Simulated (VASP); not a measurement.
These are PBEsol GGA, VASP's PBE PAW potentials (set 64) (plane waves; VASP) values and carry that method's errors.

VASP input:

**POSCAR**
```
Nb3ZrN4
4.420430
  1.0000000365   0.0000000000   0.0000000000
  0.0000000000   1.0000000365   0.0000000000
  0.0000000000   0.0000000000   1.0000000365
Zr N Nb
1 4 3
Cart
  0.0000000000   0.0000000000   0.0000000000
  0.5000000182   0.5000000182   0.5000000182
  0.0000000000   0.0000000000   0.5000000182
  0.0000000000   0.5000000182   0.0000000000
  0.5000000182   0.0000000000   0.0000000000
  0.5000000182   0.5000000182   0.0000000000
  0.5000000182   0.0000000000   0.5000000182
  0.0000000000   0.5000000182   0.5000000182
```

INCAR:
```
ALGO = Normal
EDIFF = 1E-7
ENCUT = 520
GGA = PS
ISIF = 2
ISMEAR = -5
LASPH = .TRUE.
LCHARG = .TRUE.
LEFG = .TRUE.
LMAXMIX = 4
LORBIT = 11
LREAL = .FALSE.
LWAVE = .FALSE.
NEDOS = 601
NELM = 100
PREC = Accurate
SYSTEM = Nb3ZrN4
```

File KPOINTS:
```
Automatic mesh
0
Gamma
8 8 8
0 0 0
```

POTCAR, in this order: Zr_sv N Nb_sv (PBE.64 set). Program: vasp_std.

The run wrote:

File OSZICAR:
```
       N       E                     dE             d eps       ncg     rms          rms(c)
DAV:   1     0.878590129551E+03    0.87859E+03   -0.39888E+04  2940   0.179E+03
DAV:   2    -0.154919648403E+02   -0.89408E+03   -0.87974E+03  3606   0.683E+02
DAV:   3    -0.946897541222E+02   -0.79198E+02   -0.78392E+02  4688   0.168E+02
DAV:   4    -0.100080389398E+03   -0.53906E+01   -0.53534E+01  4736   0.381E+01
DAV:   5    -0.100350340069E+03   -0.26995E+00   -0.26844E+00  4896   0.891E+00    0.363E+01
DAV:   6    -0.874637898353E+02    0.12887E+02   -0.90952E+01  4056   0.453E+01    0.159E+01
DAV:   7    -0.872476772466E+02    0.21611E+00   -0.85521E+00  4604   0.142E+01    0.888E+00
DAV:   8    -0.872146123377E+02    0.33065E-01   -0.72155E-01  4072   0.438E+00    0.253E+00
DAV:   9    -0.872088216546E+02    0.57907E-02   -0.12093E-01  4938   0.202E+00    0.606E-01
DAV:  10    -0.872096106420E+02   -0.78899E-03   -0.14009E-02  4344   0.806E-01    0.183E-01
DAV:  11    -0.872095502316E+02    0.60410E-04   -0.15870E-03  5048   0.275E-01    0.685E-02
DAV:  12    -0.872095591951E+02   -0.89635E-05   -0.20477E-04  4008   0.834E-02    0.322E-02
DAV:  13    -0.872095561366E+02    0.30585E-05   -0.45173E-05  4344   0.381E-02    0.199E-02
DAV:  14    -0.872095580924E+02   -0.19558E-05   -0.26753E-06  3992   0.104E-02    0.115E-02
DAV:  15    -0.872095589499E+02   -0.85752E-06   -0.16198E-06  3608   0.636E-03    0.627E-03
DAV:  16    -0.872095579027E+02    0.10472E-05   -0.19938E-07  2504   0.324E-03    0.349E-03
DAV:  17    -0.872095590882E+02   -0.11855E-05   -0.11633E-07  2496   0.308E-03    0.584E-04
DAV:  18    -0.872095592408E+02   -0.15264E-06   -0.29865E-08  2432   0.118E-03    0.736E-04
DAV:  19    -0.872095592156E+02    0.25244E-07   -0.10234E-08  2416   0.951E-04
   1 F= -.87209559E+02 E0= -.87209559E+02  d E =0.000000E+00
```

File OUTCAR:
```
------------------------ aborting loop because EDIFF is reached ----------------------------------------
  FORCE on cell =-STRESS in cart. coord.  units (eV):
  Direction    XX          YY          ZZ          XY          YZ          ZX
  --------------------------------------------------------------------------------------
  Total        0.0286187      0.0286187      0.0286187      0.0000000      0.0000000     -0.0000000
  in kB        0.5308433      0.5308433      0.5308433      0.0000000      0.0000000     -0.0000000
  external PRESSURE =       0.5308433 kB  Pullay stress =       0.0000000 kB
  volume of cell :       86.38
      direct lattice vectors                 reciprocal lattice vectors
     4.420430161  0.000000000  0.000000000     0.226222328  0.000000000  0.000000000
     0.000000000  4.420430161  0.000000000     0.000000000  0.226222328  0.000000000
     0.000000000  0.000000000  4.420430161     0.000000000  0.000000000  0.226222328
 POSITION                                       TOTAL-FORCE (eV/Angst)
 -----------------------------------------------------------------------------------
      0.00000      0.00000      0.00000         0.000000      0.000000      0.000000
      2.21022      2.21022      2.21022         0.000000      0.000000      0.000000
      0.00000      0.00000      2.21022         0.000000      0.000000      0.000000
      0.00000      2.21022      0.00000         0.000000      0.000000      0.000000
      2.21022      0.00000      0.00000         0.000000      0.000000      0.000000
      2.21022      2.21022      0.00000         0.000000      0.000000      0.000000
      2.21022      0.00000      2.21022         0.000000      0.000000      0.000000
      0.00000      2.21022      2.21022         0.000000      0.000000      0.000000
 -----------------------------------------------------------------------------------
    total drift:                                0.000000      0.000000      0.000000
  FREE ENERGIE OF THE ION-ELECTRON SYSTEM (eV)
  ---------------------------------------------------
  free  energy   TOTEN  =       -87.2095592156 eV

  energy  without entropy=      -87.2095592156  energy(sigma->0) =      -87.20955922

 total charge

# of ion       s       p       d       tot
------------------------------------------
    1        2.179   6.058   1.795  10.031
    2        1.231   2.487   0.000   3.718
    3        1.235   2.504   0.000   3.740
    4        1.235   2.504   0.000   3.740
    5        1.235   2.504   0.000   3.740
    6        2.150   6.052   2.434  10.635
    7        2.150   6.052   2.434  10.635
    8        2.150   6.052   2.434  10.635
--------------------------------------------------
tot         13.566  34.213   9.095  56.874
```
(Selected blocks of OUTCAR.)

**OUTCAR**
```
 val. band max:       13.7177049234   @ k =   0.5000   0.5000   0.0000

 cond. band min:      13.3804122389   @ k =   0.2500   0.2500   0.2500


 Fermi energy:        13.4749066229

 k-point     1 :       0.0000    0.0000    0.0000
  band No.  band energies     occupation
      1     -42.6972      2.00000
      2     -42.5697      2.00000
      3     -42.5697      2.00000
      4     -35.6524      2.00000
      5     -19.1517      2.00000
      6     -19.1517      2.00000
      7     -19.1517      2.00000
      8     -18.7420      2.00000
      9     -18.7420      2.00000
     10     -18.7420      2.00000
     11     -18.5560      2.00000
     12     -18.5560      2.00000
     13     -18.5560      2.00000
     14     -13.9453      2.00000
     15     -13.9453      2.00000
     16     -13.9453      2.00000
     17      -3.7866      2.00000
     18      -3.1493      2.00000
     19      -3.0695      2.00000
     20      -3.0695      2.00000
     21       8.0538      2.00000
     22       8.0538      2.00000
     23       8.0538      2.00000
     24       8.7286      2.00000
     25       8.7286      2.00000
     26       8.7286      2.00000
     27       9.6655      2.00000
     28       9.6655      2.00000
     29       9.6655      2.00000
     30       9.8241      2.00000
     31       9.8241      2.00000
     32       9.8241      2.00000
     33      10.3993      2.00000
     34      10.3993      2.00000
     35      10.3993      2.00000
     36      11.8473      2.00000
     37      11.8473      2.00000
     38      11.8473      2.00000
     39      13.6274      0.00000
     40      13.6274      0.00000
     41      15.1181      0.00000
     42      15.7419      0.00000

 k-point     2 :       0.1250    0.0000    0.0000
  band No.  band energies     occupation
      1     -42.6929      2.00000
      2     -42.5740      2.00000
      3     -42.5697      2.00000
      4     -35.6524      2.00000
      5     -19.1381      2.00000
      6     -19.1381      2.00000
...
```

For a metal the tetrahedron method with Blöchl corrections gives inexact stress and forces.

The structure was generated: Nb3ZrN4 was put into an ordered model structure (Pm-3m), which need not be its known phase. It was relaxed first. The electron count is odd and the run is not spin-polarised, which forces a metal.
